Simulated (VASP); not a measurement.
Method: PBEsol GGA, VASP's PBE PAW potentials (set 64) (plane waves; VASP 6.6.1).

Input for VASP

File POSCAR:
```
SmMnO3
7.5570510
  0.5000000256   0.0000000000   0.0000000000
  0.0000000000   0.4800000246   0.0000000000
  0.0000000000   0.0000000000   0.4833878585
Mn Sm O
1 1 3
direct
  0.5000000000   0.5000000000   0.4194621106
  0.0000000000   0.0000000000   0.9601013446
  0.5000000000   0.5000000000   0.9172569559
  0.5000000000   1.0000000000   0.4045897945
  0.0000000000   0.5000000000   0.4045897945
```

File KPOINTS:
```
Automatic mesh
0
Gamma
8 8 8
0 0 0
```

### INCAR
```
MAGMOM=2.9 0.0 0.1 0.1 0.1
ENCUT=600   # plane-wave cut-off (eV)
ISMEAR=1
ALGO=Normal   # blocked Davidson
GGA=PS   # PBEsol
LREAL=.False.
NELM=100
LCHARG=.False.
SIGMA=0.1   # width (eV)
PREC=Accurate
LORBIT=10
SYSTEM=SmMnO3
ISPIN=2   # spin-polarised
EDIFF=1E-7   # SCF stop (eV)
LWAVE=.False.
ISIF=2
LASPH=.True.
LMAXMIX=6
```

POTCAR, in this order: Mn_pv Sm_3 O (PBE.64 set). Program: vasp_std.

The resulting files:

OSZICAR:
```
       N       E                     dE             d eps       ncg     rms          rms(c)
DAV:   1     0.481118827098E+03    0.48112E+03   -0.24614E+04 13500   0.191E+03
DAV:   2    -0.566947393991E+01   -0.48679E+03   -0.46842E+03 14234   0.509E+02
DAV:   3    -0.489431323198E+02   -0.43274E+02   -0.42550E+02 14824   0.153E+02
DAV:   4    -0.500900479197E+02   -0.11469E+01   -0.11192E+01 17973   0.238E+01
DAV:   5    -0.501040752072E+02   -0.14027E-01   -0.13988E-01 16362   0.257E+00    0.371E+01
DAV:   6    -0.466272907569E+02    0.34768E+01   -0.94060E+01 16846   0.832E+01    0.290E+01
DAV:   7    -0.428888187198E+02    0.37385E+01   -0.34992E+01 15246   0.810E+01    0.156E+01
DAV:   8    -0.429769434567E+02   -0.88125E-01   -0.30144E+00 15610   0.107E+01    0.809E+00
DAV:   9    -0.428845759996E+02    0.92367E-01   -0.66595E-01 17921   0.857E+00    0.232E+00
DAV:  10    -0.428946009464E+02   -0.10025E-01   -0.71755E-02 15748   0.230E+00    0.139E+00
DAV:  11    -0.428945984629E+02    0.24835E-05   -0.80868E-03 17508   0.757E-01    0.723E-01
DAV:  12    -0.428936872871E+02    0.91118E-03   -0.26236E-03 17939   0.540E-01    0.298E-01
DAV:  13    -0.428935612300E+02    0.12606E-03   -0.89669E-04 15895   0.322E-01    0.115E-01
DAV:  14    -0.428935159762E+02    0.45254E-04   -0.23620E-04 18253   0.127E-01    0.649E-02
DAV:  15    -0.428935065920E+02    0.93843E-05   -0.29067E-05 15600   0.494E-02    0.358E-02
DAV:  16    -0.428935027207E+02    0.38712E-05   -0.15098E-05 17182   0.337E-02    0.885E-03
DAV:  17    -0.428935028054E+02   -0.84634E-07   -0.34441E-06 17094   0.152E-02    0.478E-03
DAV:  18    -0.428935027297E+02    0.75715E-07   -0.50480E-07 14598   0.539E-03
   1 F= -.42893503E+02 E0= -.42893525E+02  d E =0.672808E-04  mag=     2.8492
```

### OUTCAR
```
------------------------ aborting loop because EDIFF is reached ----------------------------------------
  FORCE on cell =-STRESS in cart. coord.  units (eV):
  Direction    XX          YY          ZZ          XY          YZ          ZX
  --------------------------------------------------------------------------------------
  Total        3.1026754      7.0704043      6.5338655      0.0000000      0.0000000      0.0000000
  in kB       99.2848185    226.2511265    209.0820217      0.0000000      0.0000000      0.0000000
  external PRESSURE =     178.2059889 kB  Pullay stress =       0.0000000 kB
  volume of cell :       50.07
      direct lattice vectors                 reciprocal lattice vectors
     3.778525694  0.000000000  0.000000000     0.264653487  0.000000000  0.000000000
     0.000000000  3.627384666  0.000000000     0.000000000  0.275680715  0.000000000
     0.000000000  0.000000000  3.652986700     0.000000000  0.000000000  0.273748601
 POSITION                                       TOTAL-FORCE (eV/Angst)
 -----------------------------------------------------------------------------------
      1.88926      1.81369      1.53229         0.000000      0.000000      0.046664
      0.00000      0.00000      3.50724         0.000000      0.000000     -0.520211
      1.88926      1.81369      3.35073         0.000000      0.000000     -0.006003
      1.88926      0.00000      1.47796         0.000000      0.000000      0.153520
      0.00000      1.81369      1.47796         0.000000      0.000000      0.326032
 -----------------------------------------------------------------------------------
    total drift:                                0.000000      0.000000      0.000747
  FREE ENERGIE OF THE ION-ELECTRON SYSTEM (eV)
  ---------------------------------------------------
  free  energy   TOTEN  =       -42.8935027297 eV

  energy  without entropy=      -42.8935700105  energy(sigma->0) =      -42.89352516

 total charge

# of ion       s       p       d       tot
------------------------------------------
    1        0.377   6.531   5.253  12.161
    2        2.111   5.977   0.838   8.926
    3        1.556   3.520   0.000   5.075
    4        1.557   3.530   0.000   5.087
    5        1.555   3.503   0.000   5.059
--------------------------------------------------
tot          7.156  23.061   6.091  36.308

 magnetization (x)

# of ion       s       p       d       tot
------------------------------------------
    1        0.009   0.017   2.507   2.533
    2        0.003   0.002   0.019   0.024
    3        0.003   0.061   0.000   0.064
    4        0.003   0.062   0.000   0.065
    5        0.007   0.033   0.000   0.039
--------------------------------------------------
tot          0.025   0.175   2.526   2.726
```
(Selected blocks of OUTCAR.)

The 4f electrons are frozen in the core of the lanthanide potential, so 4f levels, which can set the real gap, and their magnetism are missing. The moments were started parallel, and other spin orders were not tried in this run.

The structure was generated: SmMnO3 was put into the tetragonal-perovskite type (P4mm), which need not be its known phase. This cell was strained or had an atom moved on purpose.
